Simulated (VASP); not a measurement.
```xyz
2
Lattice="0.0000 2.8928 2.8928 2.8928 0.0000 2.8928 2.8928 2.8928 0.0000" Properties=species:S:1:pos:R:3 pbc="T T T"
Te     2.8928     2.8928     2.8928
Pb     0.0000     0.0000     0.0000
```

Method: PBEsol GGA, VASP's PBE PAW potentials (set 64) (plane waves; VASP). Settings: 500 eV cut-off, 8×8×8 Γ-centred mesh, Gaussian smearing of 0.050 eV, potentials Te Pb_d.

Unless said otherwise, spin-orbit coupling is left out, though it shifts the bands of the heavy elements here.

Problem. Estimate the energy per atom (σ→0), pressure, band gap (on the k-mesh) with the smallest direct gap where there is one.

Solution. 
```json
{
  "band gap (on the k-mesh)": "0.29 eV",
  "smallest direct gap (on the k-mesh)": "0.29 eV",
  "energy per atom (σ→0)": "-3.485 eV/atom",
  "pressure": "29.89 GPa"
}
```

The absolute energy has meaning only against runs of the same code, potentials and settings.

The compound is PbTe in the rock salt structure. It was relaxed first under an external pressure of 30 GPa.
